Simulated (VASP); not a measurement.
Method: PBEsol GGA, VASP's PBE PAW potentials (set 64) (plane waves; VASP).

The input files of a VASP run:

### KPOINTS
```
Automatic
0
gamma
8 8 8
0 0 0
```

### POSCAR
```
GaAs
1
    0.0000000000     2.8323903163     2.8323903163
    2.8323903163     0.0000000000     2.8323903163
    2.8323903163     2.8323903163     0.0000000000
Ga As
1 1
Direct
  1.0000000000   0.0000000000   0.0000000000
  0.2500000000   0.2500000000   0.2500000000
```

### INCAR
```
! general
SYSTEM  = GaAs
PREC    = Accurate
ENCUT   = 500   ! plane-wave cut-off (eV)
LREAL   = .FALSE.
LASPH   = .TRUE.   ! aspherical one-centre terms

! electronic loop
EDIFF   = 1E-6
NELM    = 100
ALGO    = Normal   ! blocked Davidson
LMAXMIX = 4   ! l cut-off of mixed one-centre charges

! smearing
ISMEAR  = 0   ! Gaussian
SIGMA   = 0.05

! functional
GGA     = PS   ! PBEsol

! ions
IBRION  = 2   ! conjugate gradients
NSW     = 40   ! most ionic steps
ISIF    = 3   ! ions, shape and volume
EDIFFG  = -0.02   ! ionic stop

! output
LWAVE   = .FALSE.
LCHARG  = .FALSE.
```

POTCAR, in this order: Ga_d As (PBE.64 set). Program: vasp_std.

Question: What will the output report for the number of irreducible k-points (NKPTS), largest plane-wave count, number of space-group operations, FFT grid (NGX, NGY, NGZ)?

Answer: 
The number of irreducible k-points (NKPTS) comes out as 29 and the largest plane-wave count is 1174. The number of space-group operations is 24 and the FFT grid (NGX, NGY, NGZ) is 30 × 30 × 30.

The compound is GaAs in the zinc blende structure. It was relaxed first.
